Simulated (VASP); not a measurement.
Output of a VASP run:

File OSZICAR:
```
       N       E                     dE             d eps       ncg     rms          rms(c)
DAV:   1     0.322181776775E+01    0.32218E+01   -0.12676E+03  1008   0.467E+02
DAV:   2     0.215216891357E+00   -0.30066E+01   -0.27883E+01  1428   0.286E+01
DAV:   3     0.190604359378E+00   -0.24613E-01   -0.22477E-01  1398   0.325E+00
DAV:   4     0.190551965974E+00   -0.52393E-04   -0.52388E-04  1446   0.148E-01
DAV:   5     0.190551792736E+00   -0.17324E-06   -0.17321E-06  1428   0.684E-03    0.835E-01
DAV:   6     0.178963492004E+00   -0.11588E-01   -0.43985E-03  1254   0.561E-01    0.553E-01
DAV:   7     0.167888087434E+00   -0.11075E-01   -0.19601E-02  1158   0.124E+00    0.460E-02
DAV:   8     0.167789899431E+00   -0.98188E-04   -0.17708E-04  1374   0.126E-01    0.867E-03
DAV:   9     0.167783079211E+00   -0.68202E-05   -0.55546E-06  1416   0.245E-02    0.321E-03
DAV:  10     0.167782657757E+00   -0.42145E-06   -0.12721E-06  1314   0.114E-02    0.429E-04
DAV:  11     0.167782722534E+00    0.64777E-07   -0.61098E-09   774   0.793E-04
   1 F= 0.16778272E+00 E0= 0.16854644E+00  d E =0.167783E+00
       N       E                     dE             d eps       ncg     rms          rms(c)
DAV:   1     0.167573895532E+00   -0.20876E-03   -0.57023E-04  1404   0.127E-01    0.860E-03
DAV:   2     0.167571733684E+00   -0.21618E-05   -0.34606E-06  1218   0.141E-02    0.589E-03
DAV:   3     0.167570137523E+00   -0.15962E-05   -0.21498E-06  1296   0.112E-02    0.222E-04
DAV:   4     0.167570126649E+00   -0.10874E-07   -0.57339E-09   852   0.651E-04
   2 F= 0.16757013E+00 E0= 0.16836600E+00  d E =-.212596E-03
       N       E                     dE             d eps       ncg     rms          rms(c)
DAV:   1     0.167436029043E+00   -0.13411E-03   -0.22468E-03  1392   0.251E-01    0.181E-02
DAV:   2     0.167426850356E+00   -0.91787E-05   -0.13843E-05  1170   0.280E-02    0.124E-02
DAV:   3     0.167419875322E+00   -0.69750E-05   -0.90840E-06  1254   0.230E-02    0.459E-04
DAV:   4     0.167419847159E+00   -0.28163E-07   -0.25437E-08  1170   0.135E-03
   3 F= 0.16741985E+00 E0= 0.16823091E+00  d E =-.362875E-03
```

OUTCAR:
```
------------------------ aborting loop because EDIFF is reached ----------------------------------------
  FORCE on cell =-STRESS in cart. coord.  units (eV):
  Direction    XX          YY          ZZ          XY          YZ          ZX
  --------------------------------------------------------------------------------------
  Total       -0.5300727     -0.5300729     -0.5252805      0.0000000      0.0000000      0.0000000
  in kB      -17.7358111    -17.7358163    -17.5754670      0.0000000      0.0000000      0.0000000
  external PRESSURE =     -17.6823648 kB  Pullay stress =       0.0000000 kB
  volume of cell :       47.88
      direct lattice vectors                 reciprocal lattice vectors
     1.626532959 -2.817238145 -0.000000000     0.307402317 -0.177478784  0.000000000
     1.626532959  2.817238145 -0.000000000     0.307402317  0.177478784  0.000000000
    -0.000000000  0.000000000  5.224906790     0.000000000  0.000000000  0.191390974
 POSITION                                       TOTAL-FORCE (eV/Angst)
 -----------------------------------------------------------------------------------
      1.62653      0.93908      1.30623         0.000000      0.000000      0.000000
      1.62653     -0.93908      3.91868        -0.000000     -0.000000      0.000000
 -----------------------------------------------------------------------------------
    total drift:                                0.000001     -0.000005      0.000001
  FREE ENERGIE OF THE ION-ELECTRON SYSTEM (eV)
  ---------------------------------------------------
  free  energy   TOTEN  =         0.1674198472 eV

  energy  without entropy=        0.1698530267  energy(sigma->0) =        0.16823091

 reached required accuracy - stopping structural energy minimisation
```
(Selected blocks of OUTCAR.)

**POSCAR**
```
Mg
1
    1.6315548197    -2.8259363016     0.0000000000
    1.6315548197     2.8259363016     0.0000000000
    0.0000000000     0.0000000000     5.1927921103
Mg
2
Direct
  0.3333330000   0.6666670000   0.2500000000
  0.6666670000   0.3333330000   0.7500000000
```

Task: Write an INCAR and KPOINTS that could have produced this output.

Result: One answer among several that fit: the input of the run itself, optB88-vdW, plane waves, VASP's PBE PAW potentials (set 64).

**INCAR**
```
SIGMA  =  0.1
PARAM1  =  0.1833333333
IBRION  =  2   ! conjugate gradients
LASPH  =  T
SYSTEM  =  Mg
EDIFF  =  1E-7   ! SCF stop (eV)
LWAVE  =  F
ALGO  =  Normal   ! blocked Davidson
AGGAC  =  0.0
LCHARG  =  F
LUSE_VDW  =  T
ISMEAR  =  1   ! Methfessel-Paxton
GGA  =  BO
PREC  =  Accurate
EDIFFG  =  -0.01
LREAL  =  F
PARAM2  =  0.22
NELM  =  100   ! most electronic steps
ENCUT  =  520
ISIF  =  4
NSW  =  30   ! most ionic steps
```

File KPOINTS:
```
Automatic mesh
0
Gamma
13 13 7
0 0 0
```

POTCAR, in this order: Mg (PBE.64 set). Program: vasp_std.

The compound is Mg in the hcp structure. This cell is one point of a volume scan, at 1.06 of the reference volume. Symmetry was kept, so distortions that lower it aren't found.
